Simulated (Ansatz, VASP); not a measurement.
# In2As2F in VASP and in Ansatz

```
CELL_PARAMETERS angstrom
4.32207 0.00000 0.00000
-2.16104 3.74302 0.00000
0.00000 0.00000 21.83869
ATOMIC_POSITIONS crystal
As 0.00000 0.00000 0.18316
As 0.33333 0.66667 0.35408
In 0.33333 0.66667 0.22356
In 0.66667 0.33333 0.38641
F 0.66667 0.33333 0.54210
```

Alike in both runs: task single point; functional PBE; dispersion D3(BJ); k mesh 6 × 6 × 1; occupations gaussian, width 0.1 eV; no spin polarisation.

|  | VASP | Ansatz |
| --- | --- | --- |
| version | VASP 6.6.1 | Ansatz 0.2.0 |
| potentials or method | VASP PAW PBE potentials, release 64 (As, In_d, F) | scalar-relativistic, plane waves, PAW |
| plane-wave cutoff (eV) | 520 | 420 |
| valence electrons in the cell | 43 | 63 |

Ansatz gave:

```
gap on the k mesh at the Fermi level (eV) : none
rms of the force components (eV/Å)        : 0.378
```

Task: What did VASP give for the same quantities?

Result: gap on the k mesh at the Fermi level (eV): none; rms of the force components (eV/Å): 0.379.

A gap of «none» marks a metal or a gap that the smearing closes. The two sets of potentials don't hold the same shells in valence.

Caveats: an odd number of electrons without spin polarisation forces a metal; a magnetic or distorted state may lie lower.
